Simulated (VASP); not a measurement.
An input for Ansatz (written as the equivalent of a VASP run, and not itself run):

Ansatz 0.2 input:
```yaml
crystal:
  lattice:
    - [4.2927602, 0.0000000, 0.0000000]
    - [-2.1463801, 3.7176390, 0.0000000]
    - [0.0000000, 0.0000000, 6.8818027]
  atoms:
    - { symbol: Pt, position: [0.3333330, 0.6666670, 0.9984745] }
    - { symbol: Pt, position: [0.6666670, 0.3333330, 0.4984745] }
    - { symbol: Te, position: [0.3333330, 0.6666670, 0.3765255] }
    - { symbol: Te, position: [0.6666670, 0.3333330, 0.8765255] }
kpoints:
  mp_grid: { grid: [8, 8, 4] }
hamiltonian:
  xc: pbe
  pseudopotentials: { kind: paw }
scf:
  occupations: { method: methfessel_paxton, width: 0.1 }
  max_iter: 100
relax:
  max_steps: 60
  f_tol: 0.02
  cell: {}
output: { forces: true, stress: true, eigenvalues: true }
```

Write the VASP files for the same calculation (PBE).

This is not unique; one that fits is 
KPOINTS:
```
Automatic mesh
0
Gamma
8 8 4
0 0 0
```

File POSCAR:
```
PtTe
1
    4.2927601777     0.0000000000     0.0000000000
   -2.1463800888     3.7176390266    -0.0000000000
   -0.0000000000    -0.0000000000     6.8818027118
Pt Te
2 2
Direct
  0.3333330000   0.6666670000   0.9984744537
  0.6666670000   0.3333330000   0.4984744537
  0.3333330000   0.6666670000   0.3765255463
  0.6666670000   0.3333330000   0.8765255463
```

### INCAR
```
SYSTEM = PtTe
PREC = Accurate
ENCUT = 400
EDIFF = 1E-6
NELM = 100
ALGO = Normal
LREAL = .FALSE.
LASPH = .TRUE.
ISMEAR = 1
SIGMA = 0.1
GGA = PE
LMAXMIX = 6
LWAVE = .FALSE.
LCHARG = .FALSE.
IBRION = 2
ISIF = 3
NSW = 60
EDIFFG = -0.02
```

POTCAR, in this order: Pt Te (PBE.64 set). Program: vasp_std.

What does not carry over: each code has its own PAW files, so the cut-off isn't converted (ENCUT is set for VASP's; basis.ecutwfc is left out, and Ansatz then takes the one that its files recommend); Ansatz stops its SCF on the density residual and VASP on the energy change (EDIFF).

The structure was generated: PtTe was put into the wurtzite type (P6_3mc), which need not be its known phase. This run relaxes it. Symmetry was kept, so distortions that lower it aren't found. The start is the result of an earlier pass.
